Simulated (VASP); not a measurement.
# Tb: phonons from a supercell, part 3 of 3

Wanted: whether Tb is dynamically stable, and its vibrational spectrum. The start is a cell from a database of measured crystal structures.

VASP 6.6.1; PBEsol, 4f electrons in the core; plane waves and PAW (Tb_3).

Still holding for the runs below: The data set Tb_3 holds the 4f electrons frozen in the core, so no f bands or f moments appear.

So far. Step 2 (Relax the host): The run ended after 5 ionic steps, 0.019 eV below its first step, once forces and stress met EDIFFG = -0.02. Step 3 (Tight relaxation): The run ended after 4 ionic steps, 0.000 eV below its first step, once forces and stress met EDIFFG = -0.002.

## 4. Force constants in the supercell (continued)

OUTCAR, selected parts (step 4):

```text
  LATTYP: Found a hexagonal cell.
 ALAT       =    10.6607933556
 C/A-ratio  =     1.0450940784

 Found      8 irreducible k-points:

   k-points           NKPTS =      8   k-points in BZ     NKDIM =      8   number of bands    NBANDS=    188

   dimension x,y,z NGX =    70 NGY =   70 NGZ =   70
   dimension x,y,z NGXF=   140 NGYF=  140 NGZF=  140

   ENCUT  =  350.0 eV  25.72 Ry    5.07 a.u.  16.26 16.26 17.00*2*pi/ulx,y,z

   NELECT =     324.0000    total number of electrons

 E-fermi :   3.3785

 k-point     1 :       0.0000    0.0000    0.0000
  band No.  band energies     occupation
    ...
    166       3.4237      0.62795
    167       3.4237      0.62794
    168       3.4239      0.62680
    169       3.4239      0.62680
    170       3.4283      0.59238
    171       3.6026     -0.06707
    172       3.6026     -0.06708
    173       3.6026     -0.06708
    174       3.6026     -0.06708
    175       3.6026     -0.06708
    ...

 k-point     2 :       0.2500    0.0000    0.0000
  band No.  band energies     occupation
    ...
    160       3.4065      0.76528
    161       3.4310      0.57225
    162       3.4319      0.56569
    163       3.4325      0.56055
    164       3.4334      0.55436
    165       3.4707      0.30376
    166       3.4721      0.29582
    167       3.4727      0.29262
    168       3.4727      0.29243
    169       3.4733      0.28904
    ...

  energy-cutoff  :      350.00
  volume of cell :     1096.62
      direct lattice vectors                 reciprocal lattice vectors
    10.660793356  0.000000000  0.000000000     0.093801649  0.054156407  0.000000000
    -5.330396677  9.232517870  0.000000000     0.000000000  0.108312815  0.000000000
     0.000000000  0.000000000 11.141532007     0.000000000  0.000000000  0.089754264

 POSITION                                       TOTAL-FORCE (eV/Angst)
 -----------------------------------------------------------------------------------
      1.77680      1.02584      4.16307        -0.000000     -0.000000      0.052613
      1.77680      1.02584      9.74884        -0.000000     -0.000000     -0.001285
      0.00000      4.10334      4.17807         0.000122     -0.000036      0.000746
      0.00000      4.10334      9.74884         0.000075     -0.000017     -0.000539
     -1.77680      7.18085      4.17807         0.000030      0.000124      0.000746
     -1.77680      7.18085      9.74884         0.000023      0.000073     -0.000539
      5.33040      1.02584      4.17807        -0.000093     -0.000088      0.000746
      5.33040      1.02584      9.74884        -0.000052     -0.000056     -0.000539
      3.55360      4.10334      4.17807        -0.000122     -0.000036      0.000746
      3.55360      4.10334      9.74884        -0.000075     -0.000017     -0.000539
      1.77680      7.18085      4.17807        -0.000000     -0.000000     -0.001616
      1.77680      7.18085      9.74884        -0.000000     -0.000000     -0.002745
      8.88399      1.02584      4.17807         0.000093     -0.000088      0.000746
      8.88399      1.02584      9.74884         0.000052     -0.000056     -0.000539
      7.10720      4.10334      4.17807        -0.000000     -0.000000     -0.001965
      7.10720      4.10334      9.74884        -0.000000     -0.000000     -0.003099
      5.33040      7.18085      4.17807        -0.000030      0.000124      0.000746
      5.33040      7.18085      9.74884        -0.000023      0.000073     -0.000539
      0.00000      2.05167      1.39269        -0.006918      0.003994     -0.009353
      0.00000      2.05167      6.96346         0.006838     -0.003948     -0.009007
     -1.77680      5.12918      1.39269         0.000496      0.000286     -0.000291
     -1.77680      5.12918      6.96346        -0.000648     -0.000374     -0.000324
     -3.55360      8.20668      1.39269        -0.000000     -0.007988     -0.009353
     -3.55360      8.20668      6.96346         0.000000      0.007896     -0.009007
      3.55360      2.05167      1.39269         0.006918      0.003994     -0.009353
      3.55360      2.05167      6.96346        -0.006838     -0.003948     -0.009007
      1.77680      5.12918      1.39269        -0.000000     -0.000836      0.002307
      1.77680      5.12918      6.96346         0.000000      0.000687      0.002287
     -0.00000      8.20668      1.39269        -0.000724      0.000418      0.002307
     -0.00000      8.20668      6.96346         0.000595     -0.000343      0.002287
      7.10720      2.05167      1.39269        -0.000000     -0.000573     -0.000291
      7.10720      2.05167      6.96346         0.000000      0.000748     -0.000324
      5.33040      5.12918      1.39269        -0.000496      0.000286     -0.000291
      5.33040      5.12918      6.96346         0.000648     -0.000374     -0.000324
      3.55360      8.20668      1.39269         0.000724      0.000418      0.002307
      3.55360      8.20668      6.96346        -0.000595     -0.000343      0.002287
 -----------------------------------------------------------------------------------
    total drift:                               -0.000001     -0.000000      0.000025

  FREE ENERGIE OF THE ION-ELECTRON SYSTEM (eV)
  ---------------------------------------------------
  free  energy   TOTEN  =      -179.6824611568 eV

[...]
X         Y         Z           dx          dy          dz
      1.776799  1.025835  4.178075    -0.105405   -0.129103    0.000000
      1.776799  1.025835  9.748841    -0.105405   -0.129103    0.000000
      0.000000  4.103341  4.178075    -0.059103    0.155835    0.000000
      0.000000  4.103341  9.748841    -0.059103    0.155835   -0.000000
     -1.776799  7.180847  4.178075     0.164509   -0.026732    0.000000
     -1.776799  7.180847  9.748841     0.164509   -0.026732    0.000000
      5.330397  1.025835  4.178075    -0.059103    0.155835    0.000000
      5.330397  1.025835  9.748841    -0.059103    0.155835    0.000000
      3.553598  4.103341  4.178075     0.164509   -0.026732   -0.000000
      3.553598  4.103341  9.748841     0.164509   -0.026732    0.000000
      1.776799  7.180847  4.178075    -0.105405   -0.129103    0.000000
      1.776799  7.180847  9.748841    -0.105405   -0.129103    0.000000
      8.883994  1.025835  4.178075     0.164509   -0.026732    0.000000
      8.883994  1.025835  9.748841     0.164509   -0.026732    0.000000
      7.107196  4.103341  4.178075    -0.105405   -0.129103    0.000000
      7.107196  4.103341  9.748841    -0.105405   -0.129103    0.000000
      5.330397  7.180847  4.178075    -0.059103    0.155835    0.000000
      5.330397  7.180847  9.748841    -0.059103    0.155835    0.000000
      0.000000  2.051671  1.392692    -0.059103   -0.155835   -0.000000
      0.000000  2.051671  6.963458    -0.059103   -0.155835   -0.000000
     -1.776799  5.129177  1.392692     0.164509    0.026732   -0.000000
     -1.776799  5.129177  6.963458     0.164509    0.026732   -0.000000
     -3.553598  8.206683  1.392692    -0.105405    0.129103   -0.000000
     -3.553598  8.206683  6.963458    -0.105405    0.129103   -0.000000
      3.553598  2.051671  1.392692     0.164509    0.026732   -0.000000
      3.553598  2.051671  6.963458     0.164509    0.026732    0.000000
      1.776799  5.129177  1.392692    -0.105405    0.129103   -0.000000
      1.776799  5.129177  6.963458    -0.105405    0.129103    0.000000
     -0.000000  8.206683  1.392692    -0.059103   -0.155835   -0.000000
     -0.000000  8.206683  6.963458    -0.059103   -0.155835   -0.000000
      7.107196  2.051671  1.392692    -0.105405    0.129103   -0.000000
      7.107196  2.051671  6.963458    -0.105405    0.129103   -0.000000
      5.330397  5.129177  1.392692    -0.059103   -0.155835   -0.000000
      5.330397  5.129177  6.963458    -0.059103   -0.155835   -0.000000
      3.553598  8.206683  1.392692     0.164509    0.026732   -0.000000
      3.553598  8.206683  6.963458     0.164509    0.026732   -0.000000

   3 f  =    3.051532 THz    19.173344 2PiTHz  101.788166 cm-1    12.620118 meV
             X         Y         Z           dx          dy          dz
      1.776799  1.025835  4.178075    -0.000000    0.000000    0.111677
      1.776799  1.025835  9.748841     0.000000   -0.000000    0.111677
      0.000000  4.103341  4.178075     0.000000   -0.000000    0.258262
      0.000000  4.103341  9.748841    -0.000000    0.000000    0.258262
     -1.776799  7.180847  4.178075     0.000000    0.000000    0.130194
     -1.776799  7.180847  9.748841    -0.000000    0.000000    0.130194
      5.330397  1.025835  4.178075     0.000000   -0.000000   -0.334118
      5.330397  1.025835  9.748841    -0.000000    0.000000   -0.334118
      3.553598  4.103341  4.178075     0.000000    0.000000   -0.079956
      3.553598  4.103341  9.748841     0.000000   -0.000000   -0.079956
      1.776799  7.180847  4.178075    -0.000000    0.000000   -0.159128
      1.776799  7.180847  9.748841     0.000000    0.000000   -0.159128
      8.883994  1.025835  4.178075    -0.000000    0.000000   -0.050238
      8.883994  1.025835  9.748841     0.000000   -0.000000   -0.050238
      7.107196  4.103341  4.178075    -0.000000   -0.000000    0.047450
      7.107196  4.103341  9.748841     0.000000    0.000000    0.047450
      5.330397  7.180847  4.178075    -0.000000   -0.000000    0.075856
      5.330397  7.180847  9.748841     0.000000    0.000000    0.075856
      0.000000  2.051671  1.392692     0.000000    0.000000   -0.151582
      0.000000  2.051671  6.963458    -0.000000   -0.000000   -0.151582
     -1.776799  5.129177  1.392692     0.000000   -0.000000   -0.233963
     -1.776799  5.129177  6.963458    -0.000000    0.000000   -0.233963
     -3.553598  8.206683  1.392692    -0.000000    0.000000   -0.204470
     -3.553598  8.206683  6.963458     0.000000   -0.000000   -0.204470
      3.553598  2.051671  1.392692    -0.000000    0.000000    0.210930
      3.553598  2.051671  6.963458     0.000000   -0.000000    0.210930
      1.776799  5.129177  1.392692    -0.000000   -0.000000    0.035544
      1.776799  5.129177  6.963458     0.000000    0.000000    0.035544
     -0.000000  8.206683  1.392692     0.000000    0.000000    0.224394
     -0.000000  8.206683  6.963458    -0.000000    0.000000    0.224394
      7.107196  2.051671  1.392692     0.000000    0.000000    0.168926
      7.107196  2.051671  6.963458    -0.000000   -0.000000    0.168926
      5.330397  5.129177  1.392692     0.000000   -0.000000   -0.072813
      5.330397  5.129177  6.963458    -0.000000   -0.000000   -0.072813
      3.553598  8.206683  1.392692     0.000000    0.000000    0.023032
      3.553598  8.206683  6.963458    -0.000000   -0.000000    0.023032
    [... 4092 further lines ...]
      5.330397  5.129177  6.963458     0.002721   -0.000300    0.166644
      3.553598  8.206683  1.392692     0.002721   -0.000300    0.166644
      3.553598  8.206683  6.963458     0.002721   -0.000300    0.166644

 ELASTIC MODULI CONTR FROM IONIC RELAXATION (kBar)
 Direction    XX          YY          ZZ          XY          YZ          ZX
 --------------------------------------------------------------------------------
 XX           0.0000      0.0000      0.0000      0.0000      0.0000      0.0000
 YY           0.0000      0.0000      0.0000      0.0000      0.0000      0.0000
 ZZ           0.0000      0.0000      0.0000      0.0000      0.0000      0.0000
 XY           0.0000      0.0000      0.0000      0.0000      0.0000      0.0000
 YZ           0.0000      0.0000      0.0000      0.0000      0.0000      0.0000
 ZX           0.0000      0.0000      0.0000      0.0000      0.0000      0.0000
 --------------------------------------------------------------------------------

[... 2 parts as in an earlier step ...]

[... 7 further parts left out ...]
```

The last energy, forces, stress and levels in OUTCAR belong to the last displaced cell, not to the cell of POSCAR.

This step gave:

```yaml
electrons: 324
lowest_frequency: -1.41e-6 cm⁻¹
highest_frequency: 110.1 cm⁻¹
dynamically_stable: yes
zero_point_energy: 13.75 meV/atom
heat_capacity_300: 24.66 J/K/mol of atoms
entropy_300: 52.21 J/K/mol of atoms
```

No long-range dipole term. The phonon branches at the labelled points (cm⁻¹):

```tsv
point	branch 1	branch 2	branch 3	branch 4	branch 5	branch 6
Γ	0	0	0	57	57	101
0.47 of the way	38	41	64	75	80	104
M	50	51	90	92	98	99
0.47 of the way	53	59	82	90	91	102
K	68	68	72	72	90	105
0.47 of the way	47	59	62	84	91	100
Γ	0	0	0	57	57	101
0.53 of the way	27	27	54	54	54	99
A	44	44	44	44	85	85
0.47 of the way	60	60	64	64	91	91
L	61	61	69	69	109	109
0.53 of the way	43	43	86	86	106	106
H	33	33	97	97	101	101
0.47 of the way	53	53	75	75	97	97
A	44	44	44	44	85	85
jump to L	61	61	69	69	109	109
0.47 of the way	50	57	80	83	101	109
M	50	51	90	92	98	99
jump to K	68	68	72	72	90	105
0.47 of the way	47	47	91	91	92	102
H	33	33	97	97	101	101
```

The phonon branches as a text plot (rows in cm⁻¹):

```
    108 |                                ****           ***
    103 |******   ******  *****         *    ******      * * **
     99 |      ***      **     ***     *       *   *      * *  **
     94 |      ****     *                     * *          **  **
     89 |    *************        *   *      *      **     ****
     85 |     *   **   * **        ***           **   **  *
     80 |   ***    *  *   *       *         *                *
     76 |   **      *      *               *       *     *
     71 |  *         ***   *             **             **
     67 |  *        ** **   *    *      *           *   *
     62 | * *      **    *  **        *****          *  **   *
     57 |*        **  ** **   **     **    *        *   * *
     53 |       ***     * *     **  **             * **  * **
     48 |  * *****       * *    * * *       *     *   *   *** *
     44 |    *            *       **             *     *
     39 |   *              *                 *                 *
     34 |  *               **    *            ***               *
     30 | **                   *
     25 |                   **  *
     21 | *
     16 |                    * *
     11 |*
      7 |*
      2 |                     *
         Γ      M    K        Γ   A       L    H       A|L M|K  H
```

Phonon density of states against frequency; read off at these points:

frequency (cm⁻¹), phonon density of states (states/cm⁻¹/cell) and a bar:
```
     -5.0      0.000 
      0.0      0.000 
      5.0      0.000 
     10.0      0.001 
     15.0      0.002 
     20.0      0.003 #
     25.0      0.005 #
     30.0      0.009 ##
     35.0      0.023 #####
     40.0      0.051 ############
     45.0      0.083 ###################
     47.1      0.088 ####################
     50.0      0.084 ####################
     55.0      0.075 #################
     60.0      0.075 ##################
     65.0      0.069 ################
     70.0      0.073 #################
     75.0      0.082 ###################
     80.0      0.079 ##################
     85.0      0.083 ###################
     90.0      0.086 ####################
     95.0      0.084 ####################
    100.0      0.118 ############################
    101.8      0.129 ##############################
    105.0      0.094 ######################
    110.0      0.020 #####
    115.0      0.001 
    120.0      0.000
```

Table of heat capacity at constant volume by temperature:

```tsv
temperature (K)	heat capacity at constant volume (J/K/mol of atoms)
0	0
25	7.66
75	21.0
100	22.6
150	23.8
175	24.1
200	24.3
250	24.5
275	24.6
300	24.7
350	24.7
375	24.8
425	24.8
450	24.8
475	24.8
525	24.9
550	24.9
575	24.9
625	24.9
650	24.9
700	24.9
725	24.9
750	24.9
800	24.9
825	24.9
850	24.9
900	24.9
925	24.9
975	24.9
1000	24.9
```

Table of vibrational entropy by temperature:

```tsv
temperature (K)	vibrational entropy (J/K/mol of atoms)
0	0
25	3.10
75	19.6
100	25.9
150	35.3
175	39.0
200	42.3
250	47.7
275	50.1
300	52.2
350	56.0
375	57.7
425	60.8
450	62.2
475	63.6
525	66.1
550	67.2
575	68.3
625	70.4
650	71.4
700	73.2
725	74.1
750	74.9
800	76.6
825	77.3
850	78.1
900	79.5
925	80.2
975	81.5
1000	82.1
```

## 5. Outcome

| Quantity | Value |
| --- | --- |
| highest frequency | 110 cm⁻¹ |
| lowest frequency | -1.4e-6 cm⁻¹ |
| zero point energy | 13.8 meV/atom |
| heat capacity 300 | 24.7 J/K/mol of atoms |
| entropy 300 | 52.2 J/K/mol of atoms |

What this shows: The spectrum reaches 110 cm⁻¹, and its lowest point lies at 0 cm⁻¹. No mode is imaginary, so the structure is a local minimum as far as this supercell can tell. Frequencies between the wave vectors that fit the supercell are interpolated.

[Lines on the potential files, build, host, timing and source positions are cut from VASP's logs without a mark.]

[Logs are printed without paths, hosts, clocks, repeated set-up lines and the standing remarks that a program may print on its own settings, such as how far it seeks lower states.]

[Hosts, paths, dates, database ids (printed as entryN), source tags and the programs' standing remarks are cut or masked in the printed files.]

[Runs that stopped without an error message from VASP are left out.]
